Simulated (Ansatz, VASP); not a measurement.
## ZrB2 in two plane-wave programs

Wanted: the spread between two codes on one cell, functional and k mesh. The start cell is built, not measured: As first built, before any earlier steps moved the atoms (in the runner's words): it takes the HfB2 structure with some of its atoms replaced by other elements, volume scaled by an estimate. The cell is taken from a series of VASP runs on this material, whose earlier steps may have relaxed, scaled or displaced it; both programs get it as it stands.

Calculated with Ansatz 0.2.0; plane waves, with VASP 6.6.1 beside it; relaxation of cell and atoms at BLYP with D3(BJ).

**1. Set-up**

The structure is hexagonal, space group P6/mmm (No. 191). The conventional cell has a = 3.124 Å, b = 3.124 Å, c = 3.540 Å, α = 90.00°, β = 90.00°, γ = 120.00°. Nearest to Zr lie 12 B at 2.53 Å. B has 3 B at 1.80 Å and 6 Zr at 2.53 Å nearest. As first built, before any earlier steps moved the atoms (in the runner's words): sites of the HfB2 structure (space group 191) filled with other elements, volume scaled by an estimate. Farther neighbours are not listed.

Coordinates:

```xyz
3
Lattice="3.1242 0.0000 0.0000 -1.5621 2.7056 0.0000 0.0000 0.0000 3.5397" Properties=species:S:1:pos:R:3 pbc="T T T"
Zr    0.0000    0.0000    0.0000
B     0.0000    1.8037    1.7699
B     1.5621    0.9019    1.7699
```

**2. VASP: relaxation of cell and atoms, BLYP with D3(BJ)**

The relaxed volume is the usual yardstick between codes: its relative difference is about their pressure difference at one cell divided by the bulk modulus.

Lines of VASP's logs that name or quote its potential files are left out, and so is its time.

Input file INCAR:

```
SYSTEM = ZrB2
PREC = Accurate
ENCUT = 420
EDIFF = 1E-06
NELM = 100
ISMEAR = -1
SIGMA = 0.05
LREAL = .FALSE.
ALGO = Normal
GGA = B5
ALDAX = 1
AGGAX = 1
AGGAC = 1
ALDAC = 0
IVDW = 12
VDW_S6 = 1
VDW_S8 = 2.6996
VDW_A1 = 0.4298
VDW_A2 = 4.2359
LORBIT = 11
LWAVE = .FALSE.
LCHARG = .FALSE.
IBRION = 2
NSW = 60
ISIF = 3
EDIFFG = -0.01
```

Input file POSCAR:

```
ZrB2
1.0
    3.1241735893      0.0000000000      0.0000000000
   -1.5620867947      2.7056144540      0.0000000000
    0.0000000000      0.0000000000      3.5397052372
Zr B
1 2
Direct
    0.0000000000      0.0000000000      0.0000000000
    0.3333333300      0.6666666700      0.5000000000
    0.6666666700      0.3333333300      0.5000000000
```

Input file KPOINTS:

```
Automatic mesh
0
Gamma
8 8 6
0 0 0
```

PAW data sets: Zr_sv and B (PBE family, release 64).

Started as:

```
$ mpirun -np 1 vasp_std
```

Numbers of over 12 decimals in the logs are rounded to 6 here.

The log of the run:

```text
[banner, memory and clock lines left out]
running    1 mpi-ranks, on    1 nodes
 distrk:  each k-point on    1 cores,    1 groups
 distr:  one band on    1 cores,    1 groups

 POSCAR found type information on POSCAR ZrB
 POSCAR found :  2 types and       3 ions
|                                                                             |
|               ----> ADVICE to this user running VASP <----                  |
|                                                                             |
|     You enforced a specific xc type in the INCAR file but a different       |
|     [... a line on the potential file left out ...]
|     I HOPE YOU KNOW WHAT YOU ARE DOING!                                     |
|                                                                             |

 LDA part: xc-table for (Slater(with rela. corr.)+VWN5), standard interpolation
 POSCAR, INCAR and KPOINTS ok, starting setup
 FFT: planning ... GRIDC
 FFT: planning ... GRID_SOFT
 FFT: planning ... GRID
 WAVECAR not read
 entering main loop
       N       E                     dE             d eps       ncg     rms          rms(c)
DAV:   1     0.100489443351E+03    0.10049E+03   -0.88144E+03  1040   0.118E+03
DAV:   2    -0.207736108288E+02   -0.12126E+03   -0.11711E+03  1225   0.313E+02
DAV:   3    -0.251377478471E+02   -0.43641E+01   -0.43244E+01  1644   0.539E+01
DAV:   4    -0.252313025407E+02   -0.93555E-01   -0.93519E-01  1307   0.759E+00
DAV:   5    -0.252348763584E+02   -0.35738E-02   -0.35738E-02  1610   0.994E-01    0.217E+01
DAV:   6    -0.220447104287E+02    0.31902E+01   -0.96865E+00  1263   0.216E+01    0.856E+00
DAV:   7    -0.220330317248E+02    0.11679E-01   -0.10153E+00  1573   0.638E+00    0.331E+00
DAV:   8    -0.220403062584E+02   -0.72745E-02   -0.11470E-01  1221   0.323E+00    0.860E-01
DAV:   9    -0.220365145188E+02    0.37917E-02   -0.21642E-02  1332   0.120E+00    0.145E-01
DAV:  10    -0.220364644770E+02    0.50042E-04   -0.10015E-03  1348   0.263E-01    0.526E-02
DAV:  11    -0.220364846871E+02   -0.20210E-04   -0.41493E-05  1343   0.722E-02    0.198E-02
DAV:  12    -0.220364849604E+02   -0.27331E-06   -0.73939E-06  1318   0.289E-02
   1 F= -.24794466E+02 E0= -.24793392E+02  d E =-.247945E+02
 curvature:   0.00 expect dE= 0.000E+00 dE for cont linesearch  0.000E+00
 trial: gam= 0.00000 g(F)=  0.175E-45 g(S)=  0.887E-05 ort = 0.000E+00 (trialstep = 0.100E+01)
 search vector abs. value=  0.887E-05
 reached required accuracy - stopping structural energy minimisation
```

Parts of OUTCAR (step 2):

```text
ion  position               nearest neighbor table
   1  0.000  0.000  0.000-   2 2.53   3 2.53   2 2.53   3 2.53   3 2.53   3 2.53   2 2.53   2 2.53
                             3 2.53   3 2.53   2 2.53   2 2.53
   2  0.333  0.667  0.500-   3 1.80   3 1.80   3 1.80   1 2.53   1 2.53   1 2.53   1 2.53   1 2.53
                             1 2.53
   3  0.667  0.333  0.500-   2 1.80   2 1.80   2 1.80   1 2.53   1 2.53   1 2.53   1 2.53   1 2.53
                             1 2.53

  LATTYP: Found a hexagonal cell.
 ALAT       =     3.1241735893
 C/A-ratio  =     1.1330053008

 Subroutine GETGRP returns: Found 24 space group operations
 (whereof 24 operations were pure point group operations)

The static configuration has the point symmetry D_6h.

 Found     40 irreducible k-points:

   k-points           NKPTS =     40   k-points in BZ     NKDIM =     40   number of bands    NBANDS=     13

   dimension x,y,z NGX =    24 NGY =   24 NGZ =   24
   dimension x,y,z NGXF=    48 NGYF=   48 NGZF=   48

   ENCUT  =  420.0 eV  30.87 Ry    5.56 a.u.   5.22  5.22  5.91*2*pi/ulx,y,z

   NELECT =      18.0000    total number of electrons

 k-points in reciprocal lattice and weights: Automatic mesh
   0.00000000  0.00000000  0.00000000       0.003
   0.12500000 -0.00000000  0.00000000       0.016
   0.25000000 -0.00000000  0.00000000       0.016
   0.37500000 -0.00000000  0.00000000       0.016
   0.50000000 -0.00000000  0.00000000       0.008
   0.12500000  0.12500000  0.00000000       0.016
   0.25000000  0.12500000  0.00000000       0.031
   0.37500000  0.12500000  0.00000000       0.031
   0.25000000  0.25000000  0.00000000       0.016
[...]
0.25000000  0.25000000  0.50000000       0.016
   0.37500000  0.25000000  0.50000000       0.016

 average (electrostatic) potential at core
       1 -72.3311       2 -21.5151       3 -21.5151

 E-fermi :  11.4277

 k-point     1 :       0.0000    0.0000    0.0000
  band No.  band energies     occupation
    ...
      5      -1.4286      2.00000
      6       8.7178      2.00000
      7       8.7178      2.00000
      8       8.7682      2.00000
      9       8.8941      2.00000
     10      14.7781      0.00000
     11      14.7781      0.00000
     12      15.3466      0.00000
     13      15.3466      0.00000

 k-point     2 :       0.1250   -0.0000    0.0000
  band No.  band energies     occupation
    ...
      5      -1.1155      2.00000
      6       7.8794      2.00000
      7       8.5604      2.00000
      8       8.7154      2.00000
      9       9.0721      2.00000
     10      14.1641      0.00000
     11      14.5855      0.00000
     12      14.7432      0.00000
     13      15.2051      0.00000

 k-point     3 :       0.2500   -0.0000    0.0000
  band No.  band energies     occupation
    ...
      5      -0.2509      2.00000
      6       6.1826      2.00000
      7       7.9287      2.00000
      8       8.5912      2.00000
      9       9.3983      2.00000
     10      13.5096      0.00000
     11      14.1649      0.00000
     12      14.8285      0.00000
     13      15.0064      0.00000

 Edisp (eV)   -2.75798

  Total       0.01491     0.01491     0.01033    -0.00000    -0.00000     0.00000
  in kB       0.79851     0.79851     0.55341    -0.00000    -0.00000     0.00000
  external pressure =        0.72 kB  Pullay stress =        0.00 kB

  energy-cutoff  :      420.00
  volume of cell :       29.92
      direct lattice vectors                 reciprocal lattice vectors
     3.124173589  0.000000000  0.000000000     0.320084647  0.184800905  0.000000000
    -1.562086795  2.705614454  0.000000000     0.000000000  0.369601810  0.000000000
     0.000000000  0.000000000  3.539705237     0.000000000  0.000000000  0.282509399

 POSITION                                       TOTAL-FORCE (eV/Angst)
 -----------------------------------------------------------------------------------
      0.00000      0.00000      0.00000         0.000000      0.000000     -0.000000
     -0.00000      1.80374      1.76985         0.000000      0.000000     -0.000000
      1.56209      0.90187      1.76985        -0.000000      0.000000      0.000000
 -----------------------------------------------------------------------------------
    total drift:                                0.000000     -0.000000     -0.000000

  FREE ENERGIE OF THE ION-ELECTRON SYSTEM (eV)
  ---------------------------------------------------
  free  energy   TOTEN  =       -24.7944655446 eV

  energy  without entropy=      -24.7923184784  energy(sigma->0) =      -24.79339201

 reached required accuracy - stopping structural energy minimisation

 total charge
# of ion       s       p       d       tot
------------------------------------------
    1        2.172   6.035   1.826  10.033
    2        0.678   1.295   0.000   1.972
    3        0.678   1.295   0.000   1.972
--------------------------------------------------
tot          3.528   8.624   1.826  13.978

[... 3 further parts left out ...]
```

**3. Ansatz: relaxation of cell and atoms, BLYP with D3(BJ)**

Ansatz runs on its default PAW (the set named soft_2) files.

The same cell, functional (in two slightly different forms), mesh and smearing now go to Ansatz, which takes its cutoff from its data sets.

Input file input.yaml:

```yaml
crystal:
  lattice:
    - [3.1241735893, 0.0, 0.0]
    - [-1.5620867947, 2.705614454, 0.0]
    - [0.0, 0.0, 3.5397052372]
  atoms:
    - { symbol: Zr, position: [0.0, 0.0, 0.0] }
    - { symbol: B, position: [0.33333333, 0.66666667, 0.5] }
    - { symbol: B, position: [0.66666667, 0.33333333, 0.5] }
hamiltonian:
  xc: blyp
  pseudopotentials: { kind: paw }
  dispersion: d3bj
kpoints:
  mp_grid: { grid: [8, 8, 6] }
scf:
  occupations: { method: fermi_dirac, width: 0.05 }
relax:
  f_tol: 0.01
  max_steps: 60
  cell: { stress_tol: 0.05 }
output:
  forces: true
  stress: true
  write_density: true
  write_potential: true
  elf: true
  volumetric_format: npy
```

Started as:

```
$ ansatz run input.yaml --threads 4 --pin off --max-ram 9216MiB --backend cpu --events-out ev --progress --plain --runs-dir out
```

The log of the run:

```text
Engine: ansatz 0.2.0, x86_64-unknown-linux-gnu
Pseudopotentials: kind: paw
Pseudopotential: Zr, paw, valence charge 12, recommended cutoff 420 eV (normal), Zr.paw.azcp
Pseudopotential: B, paw, valence charge 3, recommended cutoff 420 eV (normal), B.paw.azcp
Functional definition: BLYP
  parameter beta = 0.0042
  parameter a = 0.04918
  parameter b = 0.132
  parameter c = 0.2533
  parameter d = 0.349
  exchange = b88_x(beta = beta)
  correlation = lyp_c(a = a, b = b, c = c, d = d)
Crystal: 3 atoms, lattice volume = 29.920 Å³
Basis set: ecut = 420 eV, 563 PW (Γ), exchange–correlation on 48×48×48 points (8 copies of the dense FFT grid, shifted against one another)
Bands: 13, of which v1, the nominal top of the filled ones, is band 9 counted from 1 (8 counted from 0)
Symmetry: 24 space group operations
Space group: P6/mmm (ITA 191), of the structure as read, at distance tolerance 3.1e-5 Å
k-points: 40 of 384
Non-local potential: Zr, projectors of the file, l = 0: 3, l = 1: 2, l = 2: 2, l = 3: 2
Non-local potential: B, projectors of the file, l = 0: 2, l = 1: 2, l = 2: 1
PAW form: soft (Blöchl's): semilocal exchange-correlation on the pseudo side does not see the compensation charge
PAW frozen core: Zr, regenerated for the run's functional, and the local potential with it (the file was generated under x = pbe(κ = 0.804, μ = 0.219515), c = pbe(β = 0.066725))
PAW frozen core: B, regenerated for the run's functional, and the local potential with it (the file was generated under x = pbe(κ = 0.804, μ = 0.219515), c = pbe(β = 0.066725))
PAW one-centre angular grid: Zr, 590 points (default); XC on 64 Gauss nodes
PAW one-centre angular grid: B, 110 points (default); XC on 64 Gauss nodes
Initial density: superposition of atomic densities (neutral atoms: chi_scale 0, normalization atom), corrected by the library's trained network
Initial wavefunctions: pseudopotential atomic-orbital guess
Functional: x = b88, c = lyp
SCF iter   1: F=—  HF=-4514.441618 eV  |F-HF|=—  |Δ(HF+E_count)|=         —  Δρ=1.17e-2  dr2=5.41e-2  ethr=1.77e-3  ⟨swp⟩=5.1  Hψ=2600  notcnv=0
preconditioner: auto → none  [insulator: Δε(μ)=0.261 eV  Ē_g=8.960 eV  σ=0.050 eV  W_gap=0.73  n_scr=8 (ndim 8)  ℏωp=21.5 eV  f_vac=0.000  D(μ)=0.28/eV (n_scr^D=0)  ε∞_Penn≈6.7]
SCF iter   2: F=—  HF=-4514.426056 eV  |F-HF|=—  |Δ(HF+E_count)|=   1.56e-2  Δρ=3.93e-3  dr2=5.29e-3  ethr=3.00e-4  ⟨swp⟩=2.0  Hψ=1001  notcnv=0
SCF iter   3: F=—  HF=-4514.424663 eV  |F-HF|=—  |Δ(HF+E_count)|=   1.39e-3  Δρ=4.56e-4  dr2=2.68e-5  ethr=2.94e-5  ⟨swp⟩=2.1  Hψ=723  notcnv=0
SCF iter   4: F=—  HF=-4514.424681 eV  |F-HF|=—  |Δ(HF+E_count)|=   1.75e-5  Δρ=1.03e-4  dr2=1.34e-6  ethr=1.49e-7  ⟨swp⟩=2.0  Hψ=737  notcnv=0
iter 5 did not close the SCF: its close was put off for the readings that it lacked (scf_convergence_deferred on its scf_iter line)
SCF iter   5: F=-4514.424683 eV  HF=-4514.424683 eV  |F-HF|=1.15e-7  |Δ(HF+E_count)|=   2.41e-6  Δρ=2.27e-5  dr2=4.38e-8  ethr=7.46e-9  ⟨swp⟩=2.3  Hψ=858  notcnv=0
SCF iter   6: F=-4514.424683 eV  HF=-4514.424683 eV  |F-HF|=1.06e-9  |Δ(HF+E_count)|=   1.28e-7  Δρ=2.21e-6  dr2=5.72e-10  ethr=2.44e-10  ⟨swp⟩=5.2  Hψ=2926  notcnv=0
SCF 1 converged in 6 iterations: F = -4514.424683 eV  dr2 = 5.72e-10
  greatest PAW one-centre occupation: 0.996 electrons in one spin orbital (limit 2), on the Zr atom at site 0 (counted from 0), in its partial waves of l = 0
relax step   1: F+E_penalty+E_count = -4514.42468327 eV  Δ(F+E_penalty+E_count) = +0.000e0 eV  max|allowed force component| = 2.097e-16 eV/Å  Δτ_max = 0.0000 Å  P = -0.383 GPa  Ω = 29.920 Å³  (6 SCF iters, dr2 threshold 1.00e-7 eV, accepted)
[...]
relax step   2: F+E_penalty+E_count = -4514.42483116 eV  Δ(F+E_penalty+E_count) = -1.479e-4 eV  max|allowed force component| = 2.159e-16 eV/Å  Δτ_max = 0.0000 Å  P = +0.206 GPa  Ω = 29.847 Å³  energy of the carried Pulay correction = +1.123e-4 eV  (6 SCF iters, dr2 threshold 3.00e-7 eV, accepted)
[...]
relax step   3: F+E_penalty+E_count = -4514.42483043 eV  Δ(F+E_penalty+E_count) = +7.340e-7 eV  max|allowed force component| = 2.097e-16 eV/Å  Δτ_max = 0.0000 Å  P = +0.011 GPa  Ω = 29.872 Å³  energy of the carried Pulay correction = +7.349e-5 eV  (6 SCF iters, dr2 threshold 3.00e-7 eV, accepted)
[...]
relax step   4: F+E_penalty+E_count = -4514.42473691 eV  Δ(F+E_penalty+E_count) = +9.352e-5 eV  max|allowed force component| = 2.220e-16 eV/Å  Δτ_max = 0.0000 Å  P = +0.008 GPa  Ω = 29.872 Å³  stress off target by 1.68e-2 GPa  SCF on the basis re-selected at this cell (its energy is not comparable with the rows above)  (8 SCF iters)
basis re-selected at this cell: Δ(F+E_penalty+E_count) = +9.352e-5 eV, ΔP = -0.003 GPa vs the last step (what re-selecting the basis moved, of the pressure what is left beyond the Pulay correction that the steps carried, after the strain that the cell walked since its last selection, with what the two solves' SCF thresholds leave and, on support functions, any second-order correction that the steps lacked; it is no m [...]
SCF converged after 8 iterations
Free energy (F): -4514.424737 eV
Harris-Foulkes:  -4514.424737 eV  (|F-HF|=0.00e0)
Internal energy: -4514.422590 eV  (E = F + TS)
E sigma→0 (E₀):  -4514.423664 eV
Entropy (-TS):   -0.002147 eV (-0.716 meV/atom)
Fermi energy:    16.863925 eV
--- Per-component energies (eV) ---
  E_band       = -9.041842
  E_kinetic    = 440.249786
  E_local      = -546.671316  (includes V_loc(G=0)·N_el)
  E_nonlocal   = 102.631808
  E_hartree    = 173.509715
  E_xc         = -224.925593
  E_vxc        = -266.063194  (∫ρ·V_xc dr)
  E_paw        = -3129.827169  (= ΣΔE_a)
  E_vpaw       = -86.208375  (= ΣTr[D̂ρ^β])
  E_aug_tail   = 0.000019  (compensation charges beyond the density's cutoff)
  E_ewald      = -1326.709485
  E_disp       = -2.762780  (pairwise vdW)
  E_core_change = 0.082426  (= ΣΔE_core)
  E_smearing   = -0.002147  (= −TS)
  E_closure    = 0.000000  (closes the sum)
  Σ components = -4514.424737   (vs F -4514.424737, Δ=0.00e0)
--- Forces (eV/Å), atoms counted from 1 ---
  atom   1  Zr    -0.00000000    -0.00000000     0.00000000
  atom   2  B      0.00000000     0.00000000    -0.00000000
  atom   3  B     -0.00000000    -0.00000000     0.00000000
  max |Σ_I F_I| component: 3.70e-17 eV/Å
--- Stress (GPa, compression-positive) ---
        0.016787      -0.000000       0.000000
       -0.000000       0.016787      -0.000000
        0.000000      -0.000000      -0.008673
  P = ⅓ Tr σ = 0.0083 GPa (0.083 kbar)
--- Band table (eV; the first three rows and the last of 40) ---
  k-point 0: bands = [... 5 lower, 14.1498, 14.1498, 14.1997, 14.3231, 20.2204, 20.2204, 20.8000, 20.8000]
  k-point 1: bands = [... 5 lower, 12.4833, 14.4045, 14.4045, 15.9217, 18.9369, 18.9369, 20.0552, 20.0552]
  k-point 2: bands = [... 5 lower, 10.7516, 15.1142, 15.1142, 17.5021, 17.7127, 17.7127, 18.5395, 18.5395]
  k-point 39: bands = [... 5 lower, 8.5631, 11.8472, 13.8028, 14.3994, 20.6934, 22.5699, 22.8119, 22.9143]
--- Relaxed structure (3 steps of the walk, 3 accepted, 1 SCFs on fresh bases) ---
  F+E_penalty+E_count = -4514.42473691 eV   max|allowed force component| = 2.220e-16 eV/Å   (the final SCF, on the basis selected at the relaxed cell)
  cell:  # Å, volume = 29.8717 Å³
    - [3.123387, 2.8860186489128703e-11, 0]
    - [-1.561694, 2.704933, 0]
    - [0, 0, 3.535722]
  atoms:
    - { symbol: Zr, position: [0, 0, 0] }
    - { symbol: B, position: [0.333333, 0.666667, 0.500000] }
    - { symbol: B, position: [0.666667, 0.333333, 0.500000] }
```

It took 1.3 s on 4 threads of Intel Xeon 6975P-C (Granite Rapids), shared host; peak memory 0.36 GiB; 3.2 s of CPU time.

**4. Side by side**

Known differences besides the potentials themselves: both relaxations stop at a tolerance, which leaves soft axes loose, and VASP keeps its plane-wave basis; Ansatz makes its cores anew for this functional, VASP keeps those of its PBE data sets; VASP leaves aspherical gradient terms in its spheres out (LASPH is not set), Ansatz keeps them; VASP's log shows a relativistic correction to its local exchange, Ansatz's none; Ansatz adds a Pulay correction to the stress that steers its cell, VASP none. Total energies have different zeros and are not compared.

Both answers:

```csv
quantity,Ansatz,VASP,difference
volume (Å³),29.87,29.92,-0.16 %
"edge a after relaxation, in the typed setting (Å)",3.123,3.124,-0.03 %
"edge c after relaxation, in the typed setting (Å)",3.536,3.540,-0.11 %
```

The walks stopped with 0.01 GPa left in Ansatz and 0.07 GPa in VASP; each walk ends within a tolerance, so the volume difference is uncertain by about these residues over the bulk modulus, most in soft cells.

**5. Summary of results**

| Property | Result |
| --- | --- |
| difference in volume (relaxation of cell and atoms, BLYP with D3(BJ)) | -0.16 % |

**Reading.** The difference in volume is -0.16 % (relaxation of cell and atoms, BLYP with D3(BJ)), within the 1.2 % picked in this series as the mark of a large difference, as far as the stopping tolerances let one tell. How closely two codes agree says nothing of how well the functional describes the real material.

[Lines on the potential files, build, host, timing and source positions are cut from VASP's logs without a mark.]

[Logs are printed without paths, hosts, clocks, repeated set-up lines and the standing remarks that a program may print on its own settings, such as how far it seeks lower states.]

[Hosts, paths, dates, database ids (printed as entryN), source tags and the programs' standing remarks are cut or masked in the printed files.]
